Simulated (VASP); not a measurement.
Given:

```yaml
crystal:
  lattice:
    - [0.00000, 2.80219, 2.80219]
    - [2.80219, 0.00000, 2.80219]
    - [2.80219, 2.80219, 0.00000]
  atoms:
    - { symbol: Ba, position: [0.00000, 0.00000, 0.00000] }
    - { symbol: O, position: [0.50000, 0.50000, 0.50000] }
```

The numbers are results of revPBE GGA, VASP's PBE PAW potentials (set 64) (plane waves; VASP), not measurements. Numerical set-up: 520 eV cut-off, 8×8×8 Γ-centred mesh, Gaussian smearing of 0.050 eV, potentials Ba_sv O.

Unless said otherwise, spin-orbit coupling is left out, though it shifts the bands of the heavy elements here.

**Question.** Estimate the energy per atom (σ→0), pressure, band gap (on the k-mesh) with the smallest direct gap where there is one.

**Answer.** 
The band gap (on the k-mesh) comes out as 2.17 eV, the smallest direct gap (on the k-mesh) is 2.17 eV and the energy per atom (σ→0) comes out as -5.605 eV/atom. The pressure is 2.10 GPa.

The absolute energy has meaning only against runs of the same code, potentials and settings.

The compound is BaO in the rock salt structure. This cell is one point of a volume scan, at 0.97 of the reference volume.
